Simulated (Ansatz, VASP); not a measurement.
## Lu (hcp): VASP beside Ansatz

One calculation is typed for both programs; each brings its own data sets. How far apart do they land? The cell is taken from a series of runs on this material, whose earlier steps may have relaxed, scaled, displaced or heated it; both programs get it as it stands.

Program: Ansatz 0.2.0. Level of theory: plane waves, with VASP 6.6.1 beside it; relaxation of cell and atoms at r2SCAN. Results are calculated unless marked as measured.

## (1) Set-up

The structure is hexagonal, space group P6_3/mmc (No. 194). Conventional cell: a = 3.503 Å, b = 3.503 Å, c = 5.551 Å, α = 90.00°, β = 90.00°, γ = 120.00°. Nearest to Lu lie 12 Lu at 3.43 to 3.50 Å.

Coordinates:

```
Lu
1.0
     3.50310    0.00000    0.00000
    -1.75155    3.03377    0.00000
     0.00000    0.00000    5.55090
Lu
2
Direct
  0.33333 0.66667 0.25000
  0.66667 0.33333 0.75000
```

## (2) VASP: relaxation of cell and atoms, r2SCAN

The relaxed volume is the usual yardstick between codes: in a stiff, nearly cubic crystal its relative difference is about their pressure difference at one cell divided by the bulk modulus.

Lines of VASP's logs that name or quote its potential files are left out, and so is its time.

Input file INCAR:

```
SYSTEM = Lu
PREC = Accurate
ENCUT = 550
EDIFF = 1E-07
NELM = 120
ISMEAR = -1
SIGMA = 0.05
LREAL = .FALSE.
ALGO = Normal
METAGGA = R2SCAN
LASPH = .TRUE.
NBANDS = 15
LORBIT = 11
LWAVE = .FALSE.
LCHARG = .FALSE.
ISIF = 3
IBRION = 2
NSW = 80
EDIFFG = -0.005
GGA_COMPAT = .FALSE.
NELMIN = 4
LMIXTAU = .TRUE.
KPAR = 2
```

Input file POSCAR:

```
Lu
1.0
    3.5031000000      0.0000000000      0.0000000000
   -1.7515500000      3.0337740000      0.0000000000
    0.0000000000      0.0000000000      5.5509000000
Lu
2
Direct
    0.3333333333      0.6666666667      0.2500000000
    0.6666666667      0.3333333333      0.7500000000
```

Input file KPOINTS:

```
Automatic mesh
0
Gamma
13 13 7
0 0 0
```

The projector-augmented-wave data sets are Lu_3 (PBE family, release 64).

On the command line:

```sh
$ mpirun -np 2 vasp_std
```

Numbers of over 12 decimals in the logs are rounded to 6 here.

Log:

```text
[banner, memory and clock lines left out]
running    2 mpi-ranks, on    1 nodes
 distrk:  each k-point on    1 cores,    2 groups
 distr:  one band on    1 cores,    1 groups

 POSCAR found type information on POSCAR Lu
 POSCAR found :  1 types and       2 ions
|                                                                             |
|               ----> ADVICE to this user running VASP <----                  |
|                                                                             |
|     You enforced a specific xc type in the INCAR file but a different       |
|     [... a line on the potential file left out ...]
|     I HOPE YOU KNOW WHAT YOU ARE DOING!                                     |
|                                                                             |

 LDA part: xc-table for (None), standard interpolation
 POSCAR, INCAR and KPOINTS ok, starting setup
 FFT: planning ... GRIDC
 FFT: planning ... GRID_SOFT
 FFT: planning ... GRID
 WAVECAR not read
 entering main loop
       N       E                     dE             d eps       ncg     rms          rms(c)
DAV:   1    -0.173619082498E+02   -0.17362E+02   -0.88439E+03  3973   0.137E+03
DAV:   2    -0.755877829691E+02   -0.58226E+02   -0.56769E+02  4437   0.653E+02
DAV:   3    -0.777307331255E+02   -0.21430E+01   -0.20936E+01  3680   0.681E+01
DAV:   4    -0.778329602291E+02   -0.10223E+00   -0.98999E-01  4350   0.853E+00
DAV:   5    -0.778350785178E+02   -0.21183E-02   -0.21177E-02  3648   0.256E+00    0.311E+01
DAV:   6    -0.764059419844E+02    0.14291E+01   -0.50979E-01  4228   0.153E+01    0.163E+01
DAV:   7    -0.749851515861E+02    0.14208E+01   -0.44911E-01  4458   0.110E+01    0.503E-01
DAV:   8    -0.763031108601E+02   -0.13180E+01   -0.45118E-01  4578   0.733E+00    0.281E+00
DAV:   9    -0.761858525256E+02    0.11726E+00   -0.64672E-02  4238   0.325E+00    0.794E-01
DAV:  10    -0.761682026557E+02    0.17650E-01   -0.27373E-03  4289   0.763E-01    0.809E-01
DAV:  11    -0.761829272063E+02   -0.14725E-01   -0.19843E-02  4150   0.175E+00    0.317E-01
DAV:  12    -0.761648135114E+02    0.18114E-01   -0.23000E-02  4200   0.156E+00    0.162E-01
DAV:  13    -0.761692883307E+02   -0.44748E-02   -0.18794E-03  4284   0.502E-01    0.836E-02
DAV:  14    -0.761699378914E+02   -0.64956E-03   -0.94646E-04  4236   0.368E-01    0.360E-01
[...]
DAV:  23    -0.761697114172E+02   -0.56434E-05   -0.83836E-07  4284   0.117E-02    0.136E-02
DAV:  24    -0.761697142662E+02   -0.28490E-05   -0.14569E-07  2564   0.826E-03    0.733E-03
DAV:  25    -0.761697165289E+02   -0.22626E-05   -0.10830E-07  2611   0.914E-03    0.269E-03
DAV:  26    -0.761697173484E+02   -0.81948E-06   -0.69825E-08  2414   0.703E-03    0.123E-03
DAV:  27    -0.761697180546E+02   -0.70625E-06   -0.41923E-08  2163   0.760E-03    0.642E-04
DAV:  28    -0.761697182437E+02   -0.18906E-06   -0.31707E-08  1995   0.573E-03    0.132E-04
DAV:  29    -0.761697185076E+02   -0.26393E-06   -0.25048E-08  2072   0.645E-03    0.123E-04
DAV:  30    -0.761697185519E+02   -0.44304E-07   -0.18974E-08  2058   0.473E-03
   1 F= -.76169719E+02 E0= -.76154685E+02  d E =-.761697E+02
[...]
2 F= -.76171984E+02 E0= -.76157297E+02  d E =-.226557E-02
[...]
3 F= -.76172148E+02 E0= -.76157767E+02  d E =-.242895E-02
[...]
4 F= -.76172258E+02 E0= -.76157757E+02  d E =-.253912E-02
[...]
5 F= -.76172421E+02 E0= -.76157910E+02  d E =-.163144E-03
[...]
6 F= -.76172419E+02 E0= -.76157910E+02  d E =-.161368E-03
 curvature:  -0.30 expect dE=-0.246E-05 dE for cont linesearch -0.229E-05
 ZBRENT: interpolating
 opt :   0.8289  next Energy=   -76.172422 (dE=-0.165E-03)
 bond charge predicted
       N       E                     dE             d eps       ncg     rms          rms(c)
DAV:   1    -0.761724378291E+02   -0.18752E-04   -0.63336E-04  2952   0.608E-01    0.366E-02
DAV:   2    -0.761724136362E+02    0.24193E-04   -0.52228E-05  4235   0.102E-01    0.132E-02
DAV:   3    -0.761724049236E+02    0.87126E-05   -0.70971E-06  4231   0.537E-02    0.547E-03
DAV:   4    -0.761724062186E+02   -0.12950E-05   -0.31855E-06  4235   0.289E-02    0.333E-03
DAV:   5    -0.761724095601E+02   -0.33415E-05   -0.51778E-07  3917   0.720E-03    0.107E-03
DAV:   6    -0.761724103763E+02   -0.81615E-06   -0.39076E-08  1834   0.379E-03    0.403E-04
DAV:   7    -0.761724109744E+02   -0.59809E-06   -0.90484E-09  1575   0.345E-03    0.213E-04
DAV:   8    -0.761724106970E+02    0.27740E-06   -0.61227E-09  1540   0.222E-03    0.157E-04
DAV:   9    -0.761724106657E+02    0.31281E-07   -0.50935E-09  1421   0.212E-03
   7 F= -.76172411E+02 E0= -.76157902E+02  d E =-.152992E-03
 curvature:  -0.45 expect dE=-0.238E-08 dE for cont linesearch -0.180E-09
 trial: gam=-0.00263 g(F)=  0.274E-45 g(S)=  0.532E-08 ort = 0.310E-06 (trialstep = 0.105E+01)
 search vector abs. value=  0.544E-08
 reached required accuracy - stopping structural energy minimisation
```

Parts of OUTCAR (step 2):

```text
ion  position               nearest neighbor table
   1  0.333  0.667  0.250-   2 3.43   2 3.43   2 3.43   2 3.43   2 3.43   2 3.43
   2  0.667  0.333  0.750-   1 3.43   1 3.43   1 3.43   1 3.43   1 3.43   1 3.43

  LATTYP: Found a hexagonal cell.
 ALAT       =     3.5031000000
 C/A-ratio  =     1.5845679541

 Subroutine GETGRP returns: Found 24 space group operations
 (whereof 12 operations were pure point group operations)

The static configuration has the point symmetry D_3d.
 The point group associated with its full space group is D_6h.

 Found     84 irreducible k-points:

   k-points           NKPTS =     84   k-points in BZ     NKDIM =     84   number of bands    NBANDS=     15

   dimension x,y,z NGX =    28 NGY =   28 NGZ =   42
   dimension x,y,z NGXF=    56 NGYF=   56 NGZF=   84

   ENCUT  =  550.0 eV  40.42 Ry    6.36 a.u.   6.70  6.70 10.61*2*pi/ulx,y,z

   NELECT =      18.0000    total number of electrons

 k-points in reciprocal lattice and weights: Automatic mesh
   0.00000000  0.00000000  0.00000000       0.001
   0.07692308  0.00000000  0.00000000       0.005
   0.15384615 -0.00000000  0.00000000       0.005
   0.23076923 -0.00000000  0.00000000       0.005
   0.30769231 -0.00000000  0.00000000       0.005
   0.38461538  0.00000000  0.00000000       0.005
   0.46153846 -0.00000000  0.00000000       0.005
   0.07692308  0.07692308  0.00000000       0.005
   0.15384615  0.07692308  0.00000000       0.010
[...]
0.38461538  0.23076923  0.42857143       0.010
   0.30769231  0.30769231  0.42857143       0.010

 average (electrostatic) potential at core
       1 -37.4932       2 -37.4932

 E-fermi :   2.6901

 k-point     1 :       0.0000    0.0000    0.0000
  band No.  band energies     occupation
    ...
      4     -24.9018      2.00000
      5     -24.9018      2.00000
      6     -24.8720      2.00000
      7      -3.5929      2.00000
      8       0.3181      2.00000
      9       3.2076      0.00006
     10       5.1593      0.00000
     11       5.1593      0.00000
     12       5.6679      0.00000
     13       5.9600      0.00000
    ...

 k-point     2 :       0.0769    0.0000    0.0000
  band No.  band energies     occupation
    ...
      4     -24.9216      2.00000
      5     -24.9041      2.00000
      6     -24.8766      2.00000
      7      -3.4478      2.00000
      8       0.4614      2.00000
      9       3.1169      0.00039
     10       4.7630      0.00000
     11       5.2954      0.00000
     12       5.7494      0.00000
     13       5.9502      0.00000
    ...

 k-point     3 :       0.1538   -0.0000    0.0000
  band No.  band energies     occupation
    ...
      4     -24.9753      2.00000
      5     -24.9110      2.00000
      6     -24.8906      2.00000
      7      -3.0251      2.00000
      8       0.8612      2.00000
      9       2.8789      0.04478
     10       4.1003      0.00000
     11       5.2766      0.00000
     12       5.6987      0.00000
     13       5.7872      0.00000
    ...

  Total        0.0000913      0.0000913      0.0004516      0.0000000      0.0000000      0.0000000
  in kB        0.0024941      0.0024941      0.0123384      0.0000000      0.0000000      0.0000000
  external PRESSURE =       0.0057756 kB  Pullay stress =       0.0000000 kB

  energy-cutoff  :      550.00
  volume of cell :       58.64
      direct lattice vectors                 reciprocal lattice vectors
     3.516616294  0.000000000 -0.000000000     0.284364263  0.164177761  0.000000000
    -1.758308147  3.045479459  0.000000000     0.000000000  0.328355523  0.000000000
    -0.000000000 -0.000000000  5.475180242     0.000000000 -0.000000000  0.182642389

 POSITION                                       TOTAL-FORCE (eV/Angst)
 -----------------------------------------------------------------------------------
     -0.00000      2.03032      1.36880         0.000000      0.000000     -0.000000
      1.75831      1.01516      4.10639        -0.000000     -0.000000      0.000000
 -----------------------------------------------------------------------------------
    total drift:                               -0.000000      0.000000     -0.000000

  FREE ENERGIE OF THE ION-ELECTRON SYSTEM (eV)
  ---------------------------------------------------
  free  energy   TOTEN  =       -76.1724106657 eV

  energy  without entropy=      -76.1433941159  energy(sigma->0) =      -76.15790239

 reached required accuracy - stopping structural energy minimisation

 total charge
# of ion       s       p       d       tot
------------------------------------------
    1        0.489   6.470   0.897   7.857
    2        0.489   6.470   0.897   7.857
--------------------------------------------------
tot          0.978  12.941   1.794  15.713

[... 3 further parts left out ...]
```

CONTCAR:

```
Lu
   1.00000000000000
     3.5166162938631125    0.0000000000000000   -0.0000000000000000
    -1.7583081469315562    3.0454794585811835    0.0000000000000000
    -0.0000000000000000   -0.0000000000000000    5.4751802422214473
  Lu
     2
Direct
     0.3333333332999970    0.6666666667000030    0.2500000000000000
     0.6666666667000030    0.3333333332999970    0.7500000000000000
```

The data set Lu_3 holds the 4f electrons frozen in the core, so no f bands or f moments appear.

(Part 1 of 2 ends here.)

[Lines on the potential files, build, host, timing and source positions are cut from VASP's logs without a mark.]

[Logs are printed without paths, hosts, clocks, repeated set-up lines and the standing remarks that a program may print on its own settings, such as how far it seeks lower states.]

[Hosts, paths, dates, database ids (printed as entryN), source tags and the programs' standing remarks are cut or masked in the printed files.]
